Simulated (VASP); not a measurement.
Crystal: W.

```
CELL_PARAMETERS angstrom
-1.58234 1.58234 1.58234
1.58234 -1.58234 1.58234
1.58234 1.58234 -1.58234
ATOMIC_POSITIONS crystal
W 0.00000 0.00000 0.00000
```

Base run:

| Property | Result |
| --- | --- |
| Program | VASP 6.6.1 |
| Functional | PBE |
| Potentials or basis | VASP PAW PBE potentials, release 64 (W_sv) |
| Cutoff | 300 eV |
| k mesh | 14 × 14 × 14 |
| Occupations | gaussian, width 0.1 eV |
| Spin | no spin polarisation |

Its results: band gap on the k mesh none (metal or under the smearing width); pressure 5.7 GPa.

Task: After a change of settings the same cell gave: band gap on the k mesh none (metal or under the smearing width); pressure 6.2 GPa. Which change was it?
A. cutoff from 300 eV to 520 eV; k mesh from 14 × 14 × 14 to 4 × 4 × 4
B. cutoff from 300 eV to 520 eV; k mesh from 14 × 14 × 14 to 6 × 6 × 6
C. cutoff from 300 eV to 520 eV; k mesh from 14 × 14 × 14 to 24 × 24 × 24

Result: C.

Not every run made on this cell is shown here.
